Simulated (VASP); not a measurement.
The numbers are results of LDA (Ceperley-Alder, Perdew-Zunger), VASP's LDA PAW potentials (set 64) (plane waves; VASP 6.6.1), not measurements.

VASP ran on this input.

INCAR:
```
SYSTEM = NiO
PREC = Accurate
ENCUT = 400
EDIFF = 1E-6
NELM = 100
ALGO = Normal
LREAL = .FALSE.
LASPH = .TRUE.
ISMEAR = -1
SIGMA = 0.01
LMAXMIX = 4
LWAVE = .FALSE.
LCHARG = .FALSE.
ISIF = 3
ISPIN = 2
MAGMOM = 2.0 -2.0 0.0 0.0
LORBIT = 11
IBRION = 2
NSW = 50
EDIFFG = -0.01
```

### POSCAR
```
NiO
1.0
  4.1453060000   2.0726530000   2.0726530000
  2.0726530000   4.1453060000   2.0726530000
  2.0726530000   2.0726530000   4.1453060000
Ni O
2 2
direct
  0.0000000000   0.0000000000   0.0000000000
  0.5000000000   0.5000000000   0.5000000000
  0.2500000000   0.2500000000   0.2500000000
  0.7500000000   0.7500000000   0.7500000000
```

**KPOINTS**
```
Automatic mesh
0
Gamma
6 6 6
0 0 0
```

POTCAR, in this order: Ni O (LDA.64 set). Program: vasp_std.

What VASP printed:

File OSZICAR:
```
...
DAV:   1    -0.344558069196E+02   -0.74735E+01   -0.14194E+02  2804   0.169E+02    0.225E+01
DAV:   2    -0.279095149547E+02    0.65463E+01   -0.32660E+01  3200   0.975E+01    0.112E+01
DAV:   3    -0.272158987826E+02    0.69362E+00   -0.36532E+00  3892   0.453E+01    0.761E+00
DAV:   4    -0.270014484386E+02    0.21445E+00   -0.65677E-01  3376   0.141E+01    0.250E+00
DAV:   5    -0.269346397533E+02    0.66809E-01   -0.11766E-01  4276   0.634E+00    0.144E+00
DAV:   6    -0.269109431786E+02    0.23697E-01   -0.42776E-02  3380   0.243E+00    0.518E-01
DAV:   7    -0.269092083238E+02    0.17349E-02   -0.50263E-03  3616   0.147E+00    0.211E-01
DAV:   8    -0.269093161382E+02   -0.10781E-03   -0.29520E-03  3808   0.524E-01    0.122E-01
DAV:   9    -0.269093204993E+02   -0.43611E-05   -0.84290E-05  3596   0.154E-01    0.514E-02
DAV:  10    -0.269092985482E+02    0.21951E-04   -0.95824E-05  3920   0.101E-01    0.846E-03
DAV:  11    -0.269092988374E+02   -0.28919E-06   -0.48203E-06  2600   0.248E-02
   2 F= -.26909299E+02 E0= -.26909299E+02  d E =0.729751E-01  mag=     0.0000
       N       E                     dE             d eps       ncg     rms          rms(c)
DAV:   1    -0.293064194167E+02   -0.23971E+01   -0.44124E+01  3168   0.101E+02    0.114E+01
DAV:   2    -0.275313269350E+02    0.17751E+01   -0.84453E+00  2816   0.655E+01    0.778E+00
DAV:   3    -0.272285195658E+02    0.30281E+00   -0.11843E+00  3736   0.247E+01    0.390E+00
DAV:   4    -0.271742262693E+02    0.54293E-01   -0.19322E-01  3520   0.663E+00    0.150E+00
DAV:   5    -0.271580598708E+02    0.16166E-01   -0.27859E-02  4400   0.287E+00    0.806E-01
DAV:   6    -0.271531652506E+02    0.48946E-02   -0.12811E-02  3032   0.181E+00    0.201E-01
DAV:   7    -0.271529479970E+02    0.21725E-03   -0.25668E-03  3296   0.420E-01    0.105E-01
DAV:   8    -0.271529289840E+02    0.19013E-04   -0.16413E-04  3576   0.286E-01    0.505E-02
DAV:   9    -0.271529257112E+02    0.32728E-05   -0.92882E-05  2856   0.832E-02    0.127E-02
DAV:  10    -0.271529250779E+02    0.63338E-06   -0.12448E-05  2776   0.688E-02    0.453E-03
DAV:  11    -0.271529250519E+02    0.26007E-07   -0.52716E-07  1360   0.717E-03
   3 F= -.27152925E+02 E0= -.27152925E+02  d E =-.170651E+00  mag=    -0.0000
       N       E                     dE             d eps       ncg     rms          rms(c)
DAV:   1    -0.271536452549E+02   -0.72018E-03   -0.12949E-02  3168   0.168E+00    0.198E-01
DAV:   2    -0.271530850122E+02    0.56024E-03   -0.26513E-03  3088   0.101E+00    0.122E-01
DAV:   3    -0.271530137579E+02    0.71254E-04   -0.31156E-04  3792   0.420E-01    0.690E-02
DAV:   4    -0.271529961325E+02    0.17625E-04   -0.52751E-05  3512   0.127E-01    0.237E-02
DAV:   5    -0.271529906964E+02    0.54361E-05   -0.82085E-06  3220   0.569E-02    0.125E-02
DAV:   6    -0.271529895276E+02    0.11688E-05   -0.78613E-06  2696   0.363E-02    0.478E-03
DAV:   7    -0.271529892536E+02    0.27392E-06   -0.10730E-06  1528   0.104E-02
   4 F= -.27152989E+02 E0= -.27152989E+02  d E =-.170715E+00  mag=    -0.0000
       N       E                     dE             d eps       ncg     rms          rms(c)
DAV:   1    -0.271535855314E+02   -0.59600E-03   -0.13363E-02  3168   0.171E+00    0.201E-01
DAV:   2    -0.271530086629E+02    0.57687E-03   -0.27401E-03  3072   0.103E+00    0.124E-01
DAV:   3    -0.271529345119E+02    0.74151E-04   -0.32446E-04  3800   0.429E-01    0.698E-02
DAV:   4    -0.271529164362E+02    0.18076E-04   -0.54591E-05  3504   0.128E-01    0.240E-02
DAV:   5    -0.271529108175E+02    0.56187E-05   -0.81951E-06  3200   0.574E-02    0.126E-02
DAV:   6    -0.271529096123E+02    0.12052E-05   -0.82783E-06  2696   0.365E-02    0.489E-03
DAV:   7    -0.271529093207E+02    0.29159E-06   -0.10886E-06  1568   0.106E-02
   5 F= -.27152909E+02 E0= -.27152909E+02  d E =-.170635E+00  mag=    -0.0000
       N       E                     dE             d eps       ncg     rms          rms(c)
DAV:   1    -0.271566232429E+02   -0.37136E-02   -0.88462E-02  2976   0.381E+00    0.452E-01
DAV:   2    -0.271538846448E+02    0.27386E-02   -0.11207E-02  3088   0.207E+00    0.274E-01
DAV:   3    -0.271534845966E+02    0.40005E-03   -0.14659E-03  3672   0.915E-01    0.164E-01
DAV:   4    -0.271533603032E+02    0.12429E-03   -0.29238E-04  3392   0.317E-01    0.529E-02
DAV:   5    -0.271533320105E+02    0.28293E-04   -0.77318E-05  4160   0.142E-01    0.290E-02
DAV:   6    -0.271533244135E+02    0.75970E-05   -0.20894E-05  3168   0.800E-02    0.839E-03
DAV:   7    -0.271533240308E+02    0.38274E-06   -0.42996E-06  2488   0.191E-02
   6 F= -.27153324E+02 E0= -.27153324E+02  d E =-.414710E-03  mag=     0.0000
       N       E                     dE             d eps       ncg     rms          rms(c)
DAV:   1    -0.271533765348E+02   -0.52121E-04   -0.13906E-03  2928   0.470E-01    0.564E-02
DAV:   2    -0.271533339914E+02    0.42543E-04   -0.17282E-04  3072   0.259E-01    0.340E-02
DAV:   3    -0.271533275590E+02    0.64324E-05   -0.23416E-05  3664   0.116E-01    0.205E-02
DAV:   4    -0.271533255554E+02    0.20036E-05   -0.43985E-06  2528   0.394E-02    0.639E-03
DAV:   5    -0.271533250578E+02    0.49765E-06   -0.64330E-07  1320   0.169E-02
   7 F= -.27153325E+02 E0= -.27153325E+02  d E =-.415737E-03  mag=    -0.0000
       N       E                     dE             d eps       ncg     rms          rms(c)
DAV:   1    -0.271540686873E+02   -0.74313E-03   -0.27382E-02  2688   0.150E+00    0.190E-01
DAV:   2    -0.271536989659E+02    0.36972E-03   -0.62805E-04  3024   0.500E-01    0.105E-01
DAV:   3    -0.271535813926E+02    0.11757E-03   -0.15485E-04  3896   0.318E-01    0.546E-02
DAV:   4    -0.271535652774E+02    0.16115E-04   -0.48184E-05  3576   0.168E-01    0.178E-02
DAV:   5    -0.271535638645E+02    0.14129E-05   -0.12424E-05  3872   0.435E-02    0.957E-03
DAV:   6    -0.271535632363E+02    0.62812E-06   -0.85813E-07  1352   0.258E-02
   8 F= -.27153563E+02 E0= -.27153563E+02  d E =-.238179E-03  mag=    -0.0000
       N       E                     dE             d eps       ncg     rms          rms(c)
DAV:   1    -0.271553521291E+02   -0.17883E-02   -0.89085E-02  2688   0.271E+00    0.343E-01
DAV:   2    -0.271541530230E+02    0.11991E-02   -0.20615E-03  3024   0.902E-01    0.189E-01
DAV:   3    -0.271537743764E+02    0.37865E-03   -0.50554E-04  3888   0.573E-01    0.101E-01
DAV:   4    -0.271537209633E+02    0.53413E-04   -0.15561E-04  3560   0.301E-01    0.319E-02
DAV:   5    -0.271537163529E+02    0.46104E-05   -0.42001E-05  3920   0.803E-02    0.174E-02
DAV:   6    -0.271537143124E+02    0.20404E-05   -0.34640E-06  2208   0.477E-02    0.726E-03
DAV:   7    -0.271537142045E+02    0.10797E-06   -0.22246E-06  1680   0.158E-02
   9 F= -.27153714E+02 E0= -.27153714E+02  d E =-.389147E-03  mag=     0.0000
       N       E                     dE             d eps       ncg     rms          rms(c)
DAV:   1    -0.271537246095E+02   -0.10297E-04   -0.50822E-04  2672   0.206E-01    0.259E-02
DAV:   2    -0.271537177786E+02    0.68308E-05   -0.11988E-05  2976   0.675E-02    0.144E-02
DAV:   3    -0.271537154299E+02    0.23487E-05   -0.14770E-06  1696   0.403E-02    0.724E-03
DAV:   4    -0.271537152603E+02    0.16954E-06   -0.13023E-06  1304   0.244E-02
  10 F= -.27153715E+02 E0= -.27153715E+02  d E =-.390203E-03  mag=     0.0000
       N       E                     dE             d eps       ncg     rms          rms(c)
DAV:   1    -0.271542987457E+02   -0.58332E-03   -0.11988E-02  3144   0.154E+00    0.183E-01
DAV:   2    -0.271538314675E+02    0.46728E-03   -0.21463E-03  3144   0.901E-01    0.112E-01
DAV:   3    -0.271537704490E+02    0.61018E-04   -0.25231E-04  3720   0.381E-01    0.647E-02
DAV:   4    -0.271537540463E+02    0.16403E-04   -0.45685E-05  3448   0.119E-01    0.218E-02
DAV:   5    -0.271537492256E+02    0.48207E-05   -0.79510E-06  3256   0.548E-02    0.114E-02
DAV:   6    -0.271537482299E+02    0.99568E-06   -0.66865E-06  2632   0.352E-02
  11 F= -.27153748E+02 E0= -.27153748E+02  d E =-.329696E-04  mag=    -0.0000
```

### OUTCAR
```
------------------------ aborting loop because EDIFF is reached ----------------------------------------
  FORCE on cell =-STRESS in cart. coord.  units (eV):
  Direction    XX          YY          ZZ          XY          YZ          ZX
  --------------------------------------------------------------------------------------
  Total        0.0095219      0.0095219      0.0095219     -0.0012405     -0.0012405     -0.0012405
  in kB        0.4625110      0.4625110      0.4625110     -0.0602553     -0.0602553     -0.0602553
  external PRESSURE =       0.4625110 kB  Pullay stress =       0.0000000 kB
  volume of cell :       32.98
      direct lattice vectors                 reciprocal lattice vectors
     4.026672059  1.999338354  1.999338354     0.370374196 -0.122884510 -0.122884510
     1.999338354  4.026672059  1.999338354    -0.122884510  0.370374196 -0.122884510
     1.999338354  1.999338354  4.026672059    -0.122884510 -0.122884510  0.370374196
 POSITION                                       TOTAL-FORCE (eV/Angst)
 -----------------------------------------------------------------------------------
      1.99934      1.99934      4.02667         0.000000      0.000000     -0.000000
      4.01267      4.01267      4.01267        -0.000000      0.000000     -0.000000
      2.00634      2.00634      2.00634        -0.000000     -0.000000     -0.000000
      6.01901      6.01901      6.01901         0.000000     -0.000000      0.000000
 -----------------------------------------------------------------------------------
    total drift:                                0.000000      0.000000      0.000000
  FREE ENERGIE OF THE ION-ELECTRON SYSTEM (eV)
  ---------------------------------------------------
  free  energy   TOTEN  =       -27.1537482299 eV

  energy  without entropy=      -27.1537482299  energy(sigma->0) =      -27.15374823

 total charge

# of ion       s       p       d       tot
------------------------------------------
    1        0.368   0.489   8.393   9.251
    2        0.368   0.489   8.393   9.251
    3        1.571   3.427   0.000   4.997
    4        1.571   3.427   0.000   4.997
--------------------------------------------------
tot          3.878   7.831  16.786  28.496

 magnetization (x)

# of ion       s       p       d       tot
------------------------------------------
    1       -0.011  -0.013   1.071   1.047
    2        0.011   0.013  -1.071  -1.047
    3        0.000   0.000   0.000   0.000
    4        0.000   0.000   0.000   0.000
--------------------------------------------------
tot          0.000  -0.000   0.000  -0.000

 reached required accuracy - stopping structural energy minimisation
```
(Selected blocks of OUTCAR.)

CONTCAR:
```
NiO
   1.00000000000000
     4.0266720585910019    1.9993383535722213    1.9993383535722209
     1.9993383535722211    4.0266720585910019    1.9993383535722209
     1.9993383535722209    1.9993383535722209    4.0266720585910019
  Ni              O
     2     2
Direct
     0.0000000000000000    0.0000000000000000    1.0000000000000000
     0.5000000000000000    0.5000000000000000    0.5000000000000000
     0.2500000000000000    0.2500000000000000    0.2500000000000000
     0.7500000000000000    0.7500000000000000    0.7500000000000000
```

At this cut-off the stress carries a Pulay error, which pulls relaxed volumes low. Energy and stress use the plane-wave basis of the starting cell.

The structure is a typed NiO crystal (Fm-3m). This run relaxes it. It ends in space group R-3m. Symmetry was kept, so distortions that lower it aren't found. The k-mesh is coarse (spacing up to 0.43 per Å, 2π included), so the numbers may not be converged in it. The run is one of a series of settings (EDIFFG = -0.01, IBRION = 2, ISIF = 3, NSW = 50 against the base run), some of them coarse on purpose.
